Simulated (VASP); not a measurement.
Calculation: PBEsol GGA, VASP's PBE PAW potentials (set 64) (plane waves; VASP).

VASP input:

INCAR:
```
SYSTEM = MoSi2
PREC = Accurate; ENCUT = 210; LREAL = F
LASPH = T
EDIFF = 1E-6; NELM = 100; ALGO = Normal
LMAXMIX = 4
ISMEAR = 0; SIGMA = 0.272
GGA = PS
ISIF = 2
LWAVE = F; LCHARG = F
```

**KPOINTS**
```
Automatic mesh
0
Gamma
4 4 4
0.5 0.5 0.5
```

**POSCAR**
```
MoSi2
1
   -1.6050000000     1.6050000000     3.9250000000
    1.6050000000    -1.6050000000     3.9250000000
    1.6050000000     1.6050000000    -3.9250000000
Si Mo
2 1
Direct
  0.6400860000   0.6504380000  -0.0457580000
  0.3547640000   0.3391420000   0.0111310000
  0.0051490000   0.0104200000   0.0346270000
```

POTCAR, in this order: Si Mo_sv (PBE.64 set). Program: vasp_std.

The run wrote:

### OUTCAR
```
 ion  position               nearest neighbor table
   1  0.640  0.650  0.954-   3 2.51   2 2.54   3 2.54   2 2.57   2 2.60   3 2.66   3 2.68   2 2.70
                             2 2.76   3 2.82
   2  0.355  0.339  0.011-   3 2.51   3 2.51   1 2.54   1 2.57   3 2.60   1 2.60   3 2.60   1 2.70
                             3 2.76   1 2.76
   3  0.005  0.010  0.035-   2 2.51   1 2.51   2 2.51   1 2.54   2 2.60   2 2.60   1 2.66   1 2.68
                             2 2.76   1 2.82
  LATTYP: Found a body centered tetragonal cell.
 ALAT       =     3.2100000000
 C/A-ratio  =     2.4454828660
 Subroutine PRICEL returns:
 Original cell was already a primitive cell.
 Subroutine GETGRP returns: Found  1 space group operations
The static configuration has the point symmetry C_1 .
The dynamic configuration has the point symmetry C_1 .
 Subroutine INISYM returns: Found  1 space group operations
 Subroutine IBZKPT returns following result:
 Found     32 irreducible k-points:

 Following reciprocal coordinates:
            Coordinates               Weight
  0.125000  0.125000  0.125000      2.000000
 -0.125000  0.375000 -0.125000      2.000000
  0.125000  0.125000 -0.375000      2.000000
  0.375000 -0.125000 -0.125000      2.000000
  0.375000  0.125000  0.125000      2.000000
 -0.125000 -0.375000 -0.125000      2.000000
  0.125000  0.375000  0.375000      2.000000
 -0.375000 -0.125000 -0.375000      2.000000
 -0.125000  0.125000  0.125000      2.000000
 -0.125000  0.125000 -0.125000      2.000000
  0.375000  0.375000  0.125000      2.000000
 -0.125000 -0.125000 -0.375000      2.000000
 -0.375000  0.375000  0.125000      2.000000
 -0.125000  0.125000 -0.375000      2.000000
  0.375000 -0.375000  0.125000      2.000000
  0.125000 -0.125000 -0.375000      2.000000
 -0.125000  0.375000  0.125000      2.000000
 -0.125000  0.375000 -0.375000      2.000000
  0.375000 -0.125000 -0.375000      2.000000
  0.375000 -0.125000  0.125000      2.000000
 -0.375000 -0.375000  0.125000      2.000000
 -0.125000  0.375000  0.375000      2.000000
 -0.375000 -0.375000 -0.375000      2.000000
  0.375000 -0.125000  0.375000      2.000000
 -0.125000 -0.375000  0.125000      2.000000
 -0.125000 -0.375000  0.375000      2.000000
 -0.375000 -0.125000  0.375000      2.000000
 -0.375000 -0.125000  0.125000      2.000000
 -0.125000 -0.125000  0.125000      2.000000
 -0.375000  0.375000  0.375000      2.000000
 -0.375000  0.375000 -0.375000      2.000000
 -0.375000 -0.375000  0.375000      2.000000
   k-points           NKPTS =     32   k-points in BZ     NKDIM =     32   number of bands    NBANDS=     15
   number of dos      NEDOS =    301   number of ions     NIONS =      3
   total plane-waves  NPLWV =  13824
   dimension x,y,z NGX =    24 NGY =   24 NGZ =   24
   dimension x,y,z NGXF=    48 NGYF=   48 NGZF=   48
   ions per type =               2   1
   PREC   = accura    normal or accurate (medium, high low for compatibility)
   ISTART =      0    job   : 0-new  1-cont  2-samecut
   ICHARG =      2    charge: 1-file 2-atom 10-const
   ISPIN  =      1    spin polarized calculation?
   LNONCOLLINEAR =      F non collinear calculations
   LSORBIT =      F    spin-orbit coupling
   INIWAV =      1    electr: 0-lowe 1-rand  2-diag
   ENCUT  =  210.0 eV  15.43 Ry    3.93 a.u.   5.36  5.36  5.36*2*pi/ulx,y,z
   NELM   =    100;   NELMIN=  2; NELMDL= -5     # of ELM steps
   EDIFF  = 0.1E-05   stopping-criterion for ELM
   LREAL  =      F    real-space projection
   NLSPLINE    = F    spline interpolate recip. space projectors
   LMAXMIX     =    4 max onsite mixed and CHGCAR
   VOSKOWN=      0    Vosko Wilk Nusair interpolation
   EDIFFG = 0.1E-04   stopping-criterion for IOM
   NSW    =      0    number of steps for IOM
...
```

### OSZICAR
```
       N       E                     dE             d eps       ncg     rms          rms(c)
DAV:   1     0.321709736498E+02    0.32171E+02   -0.72813E+03  1198   0.692E+02
DAV:   2    -0.251275843656E+02   -0.57299E+02   -0.56514E+02  1282   0.190E+02
DAV:   3    -0.256850920999E+02   -0.55751E+00   -0.55611E+00  1163   0.176E+01
DAV:   4    -0.256874235817E+02   -0.23315E-02   -0.23309E-02  1226   0.112E+00
DAV:   5    -0.256874368169E+02   -0.13235E-04   -0.13236E-04  1156   0.709E-02    0.249E+01
DAV:   6    -0.248426117881E+02    0.84483E+00   -0.75730E+00  1142   0.187E+01    0.614E+00
DAV:   7    -0.246891012851E+02    0.15351E+00   -0.12728E+00  1037   0.648E+00    0.534E+00
DAV:   8    -0.246426034481E+02    0.46498E-01   -0.16567E-01  1107   0.319E+00    0.581E-01
DAV:   9    -0.246415337073E+02    0.10697E-02   -0.28140E-03  1177   0.396E-01    0.257E-01
DAV:  10    -0.246414007379E+02    0.13297E-03   -0.65635E-04  1107   0.234E-01    0.616E-02
DAV:  11    -0.246413889145E+02    0.11823E-04   -0.12171E-04  1093   0.820E-02    0.291E-02
DAV:  12    -0.246413878348E+02    0.10796E-05   -0.18274E-05  1100   0.280E-02    0.750E-03
DAV:  13    -0.246413871741E+02    0.66072E-06   -0.21757E-06   748   0.120E-02
   1 F= -.24641387E+02 E0= -.24627141E+02  d E =-.284926E-01
```

**OUTCAR**
```
------------------------ aborting loop because EDIFF is reached ----------------------------------------
  FORCE on cell =-STRESS in cart. coord.  units (eV):
  Direction    XX          YY          ZZ          XY          YZ          ZX
  --------------------------------------------------------------------------------------
  Total       -4.9752428     -5.0318659     -4.7003764      0.3751646      0.0760057     -0.1975546
  in kB     -197.0947870   -199.3379154   -186.2059223     14.8621860      3.0109734     -7.8261469
  external PRESSURE =    -194.2128749 kB  Pullay stress =       0.0000000 kB
  volume of cell :       40.44
      direct lattice vectors                 reciprocal lattice vectors
    -1.605000000  1.605000000  3.925000000     0.000000000  0.311526480  0.127388535
     1.605000000 -1.605000000  3.925000000     0.311526480  0.000000000  0.127388535
     1.605000000  1.605000000 -3.925000000     0.311526480  0.311526480  0.000000000
 POSITION                                       TOTAL-FORCE (eV/Angst)
 -----------------------------------------------------------------------------------
      1.54817      1.51494      1.31991         0.556548      0.835576     -0.298665
     -0.00721      0.04294      2.67989         0.303380     -0.363411     -0.863819
      0.06404      0.04712     -0.07480        -0.859929     -0.472165      1.162484
 -----------------------------------------------------------------------------------
    total drift:                                0.000025     -0.000051     -0.000143
  FREE ENERGIE OF THE ION-ELECTRON SYSTEM (eV)
  ---------------------------------------------------
  free  energy   TOTEN  =       -24.6413871741 eV

  energy  without entropy=      -24.6128945746  energy(sigma->0) =      -24.62714087
```
(Selected blocks of OUTCAR.)

At this cut-off the stress carries a Pulay error, which pulls relaxed volumes low.

The structure is a typed MoSi2 crystal. The cell was not relaxed at this level, atoms are displaced from their ideal sites. The k-mesh is coarse (spacing up to 0.69 per Å, 2π included), so the numbers may not be converged in it. The run is one of a series of settings (ENCUT = 210, KPOINTS 4×4×4 Γ-centred mesh shifted by (0.5, 0.5, 0.5) against the base run), some of them coarse on purpose.
